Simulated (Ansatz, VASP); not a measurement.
# Cross-check of InH between VASP and Ansatz, part 2 of 2

One calculation is typed for both programs; each brings its own data sets. How far apart do they land? The cell is generated by rule, not measured, and may not be a known phase. The cell is taken from a series of runs on this material, whose earlier steps may have relaxed, scaled, displaced or heated it; both programs get it as it stands.

VASP 6.6.1 and Ansatz 0.2.0.

So far. Step 5 (Ansatz: single point, PBE, pair 2): The run ends at a pressure of 0.01 GPa, with forces up to 0.21 eV/Å. Step 6 (VASP: single point, PBE, pair 2): The run ends at a pressure of -0.05 GPa, with forces up to 0.21 eV/Å.

The structure was built from a prototype and need not be the compound's stable phase.

### Step 7. Comparison

The two programs side by side:

| quantity | Ansatz | VASP | difference |
| --- | --- | --- | --- |
| pressure (GPa) | 0.01 | -0.05 | +0.06 |

Forces (eV/Å; atoms numbered as in POSCAR):

```
atom        Ansatz x, y, z          VASP x, y, z
 In1   0.000, 0.000, 0.127   0.000, 0.000, 0.126
 In2  0.000, 0.000, -0.127  0.000, 0.000, -0.126
  H3  0.000, 0.000, -0.210  0.000, 0.000, -0.208
  H4   0.000, 0.000, 0.210   0.000, 0.000, 0.208
```

The forces differ by 0.6 meV/Å r.m.s., which is 0.6 % of the r.m.s. force of 0.099 eV/Å (both taken over all components).

### Step 8. Ansatz: single point, PBE, pair 3

With cell and atoms fixed, the geometry can't cause a difference; cores, projectors, grids and the points listed under the comparison can.

The cell is taken from a series of runs on this material, whose earlier steps may have relaxed, scaled, displaced or heated it; both programs get it as it stands.

The input, input.yaml:

```yaml
crystal:
  lattice:
    - [3.7721968407, 2.531e-06, 0.0]
    - [-1.8861006122, 3.2668170266, 0.0]
    - [0.0, 0.0, 5.8913884265]
  atoms:
    - { symbol: In, position: [0.3333333333, 0.6666666667, 0.250133854] }
    - { symbol: In, position: [0.6666666667, 0.3333333333, 0.749866146] }
    - { symbol: H, position: [0.6666666667, 0.3333333333, 0.2262365015] }
    - { symbol: H, position: [0.3333333333, 0.6666666667, 0.7737634985] }
kpoints:
  mp_grid: { grid: [12, 12, 6] }
hamiltonian:
  xc: pbe
scf:
  occupations: { method: methfessel_paxton, width: 0.15 }
output:
  forces: true
  stress: true
  eigenvalues: true
  write_density: true
  write_potential: true
  elf: true
  volumetric_format: npy
```

Launch:

```
ansatz run input.yaml --threads 4 --pin off --max-ram 7168MiB --backend cpu --events-out ev --progress --plain --runs-dir out
```

Numbers of over 12 decimals in the logs are rounded to 6 here.

The program printed:

```text
[...]
Crystal: 4 atoms, lattice volume = 72.600 Å³
Basis set: ecut = 420 eV, 1423 PW (Γ), exchange–correlation on 54×54×80 points (8 copies of the dense FFT grid, shifted against one another)
Bands: 18, of which v1, the nominal top of the filled ones, is band 14 counted from 1 (13 counted from 0)
Symmetry: 12 space group operations
[...]
k-points: 100 of 864
[...]
--- Band table (eV; the first three rows and the last of 100) ---
  k-point 0: bands = [... 10 lower, -2.3122, 0.7886, 4.4504, 9.5771, 10.1310, 12.1919, 12.1919, 14.0181]
  k-point 1: bands = [... 10 lower, -2.1964, 0.3488, 5.1047, 9.6175, 10.0172, 12.3016, 12.3016, 13.9159]
  k-point 2: bands = [... 10 lower, -1.8545, -0.4666, 6.5104, 9.3960, 10.0269, 12.0277, 12.6149, 12.6149]
  k-point 99: bands = [... 10 lower, 2.1496, 2.1496, 3.5235, 3.5235, 6.5168, 6.6122, 11.0522, 11.0522]
[key lines of the parts left out:]
SCF converged after 8 iterations
Free energy (F): -11225.536141 eV
Fermi energy:    6.998945 eV
P = ⅓ Tr σ = 0.0050 GPa (0.050 kbar)
```

The run ends at a pressure of 0.01 GPa, with forces up to 0.37 eV/Å.

### Step 9. VASP: single point, PBE, pair 3

The same cell, functional, mesh and smearing now go to VASP, with its own data sets.

The input, INCAR:

```
SYSTEM = InH
PREC = Accurate
ENCUT = 500
EDIFF = 1E-06
NELM = 120
ISMEAR = 1
SIGMA = 0.15
LREAL = .FALSE.
ALGO = Normal
GGA = PE
NBANDS = 20
LORBIT = 11
LWAVE = .FALSE.
LCHARG = .FALSE.
ISIF = 2
LASPH = .TRUE.
GGA_COMPAT = .FALSE.
KPAR = 2
```

The input, POSCAR:

```
InH
1.0
    3.7721968407      0.0000025310      0.0000000000
   -1.8861006122      3.2668170266      0.0000000000
    0.0000000000      0.0000000000      5.8913884265
In H
2 2
Direct
    0.3333333333      0.6666666667      0.2501338540
    0.6666666666      0.3333333334      0.7498661460
    0.6666666666      0.3333333334      0.2262365015
    0.3333333333      0.6666666667      0.7737634985
```

The input, KPOINTS:

```
Automatic mesh
0
Gamma
12 12 6
0 0 0
```

PAW data sets: In_d and H (PBE family, release 64).

Launch:

```
mpirun -np 2 vasp_std
```

The program printed:

```text
[... set-up lines as in an earlier step ...]
 entering main loop
       N       E                     dE             d eps       ncg     rms          rms(c)
DAV:   1     0.214022431009E+03    0.21402E+03   -0.13620E+04  4016   0.170E+03
DAV:   2     0.612630814526E+01   -0.20790E+03   -0.20386E+03  4008   0.373E+02
DAV:   3    -0.100119769750E+02   -0.16138E+02   -0.15916E+02  4780   0.122E+02
DAV:   4    -0.105341614544E+02   -0.52218E+00   -0.52149E+00  4540   0.244E+01
[...]
DAV:  11    -0.999196319565E+01    0.19018E-05   -0.10732E-04  4264   0.755E-02    0.481E-02
DAV:  12    -0.999196689781E+01   -0.37022E-05   -0.16658E-05  5300   0.259E-02    0.351E-02
DAV:  13    -0.999196698573E+01   -0.87918E-07   -0.16290E-06  3248   0.152E-02
   1 F= -.99919670E+01 E0= -.99914808E+01  d E =-.145861E-02
```

Parts of OUTCAR (step 9):

```text
  Total        0.0636461      0.0636461     -0.2129826      0.0000000     -0.0000000      0.0000000
  in kB        1.4045773      1.4045773     -4.7002148      0.0000000     -0.0000000      0.0000000
  external PRESSURE =      -0.6303534 kB  Pullay stress =       0.0000000 kB

 POSITION                                       TOTAL-FORCE (eV/Angst)
 -----------------------------------------------------------------------------------
     -0.00000      2.17788      1.47364        -0.000000      0.000000      0.197027
      1.88610      1.08894      4.41775         0.000000     -0.000000     -0.197027
      1.88610      1.08894      1.33285        -0.000000      0.000000     -0.368427
     -0.00000      2.17788      4.55854        -0.000000     -0.000000      0.368427
 -----------------------------------------------------------------------------------
    total drift:                                0.000000     -0.000000     -0.000000

  FREE ENERGIE OF THE ION-ELECTRON SYSTEM (eV)
  ---------------------------------------------------
  free  energy   TOTEN  =        -9.9919669857 eV

  energy  without entropy=       -9.9905083790  energy(sigma->0) =       -9.99148078

[... 2 parts as in an earlier step ...]

[... 1 further part left out ...]
[key lines of the parts left out:]
E-fermi :   4.9555
```

The run ends at a pressure of -0.06 GPa, with forces up to 0.37 eV/Å.

### Step 10. Comparison

Compared:

| quantity | Ansatz | VASP | difference |
| --- | --- | --- | --- |
| pressure (GPa) | 0.01 | -0.06 | +0.07 |

Forces (eV/Å; atoms numbered as in POSCAR):

| atom | Ansatz x, y, z | VASP x, y, z |
| --- | --- | --- |
| In1 | 0.000, 0.000, 0.198 | 0.000, 0.000, 0.197 |
| In2 | 0.000, 0.000, -0.198 | 0.000, 0.000, -0.197 |
| H3 | 0.000, 0.000, -0.370 | 0.000, 0.000, -0.368 |
| H4 | 0.000, 0.000, 0.370 | 0.000, 0.000, 0.368 |

The forces differ by 1.0 meV/Å r.m.s., which is 0.6 % of the r.m.s. force of 0.171 eV/Å (both taken over all components).

### Step 11. What came out

```yaml
r_m_s_force_difference_single_point_pbe_pair_1: 0.34 meV/Å
r_m_s_force_difference_single_point_pbe_pair_2: 0.62 meV/Å
r_m_s_force_difference_single_point_pbe_pair_3: 0.96 meV/Å
```

The r.m.s. force difference is 0.96 meV/Å (single point, PBE, pair 3), within the 12 meV/Å picked in this series as the mark of a large difference. 5 further runs of this series are not shown here. How closely two codes agree says nothing of how well the functional describes the real material.

[Lines on the potential files, build, host, timing and source positions are cut from VASP's logs without a mark.]

[Logs are printed without paths, hosts, clocks, repeated set-up lines and the standing remarks that a program may print on its own settings, such as how far it seeks lower states.]

[Hosts, paths, dates, database ids (printed as entryN), source tags and the programs' standing remarks are cut or masked in the printed files.]
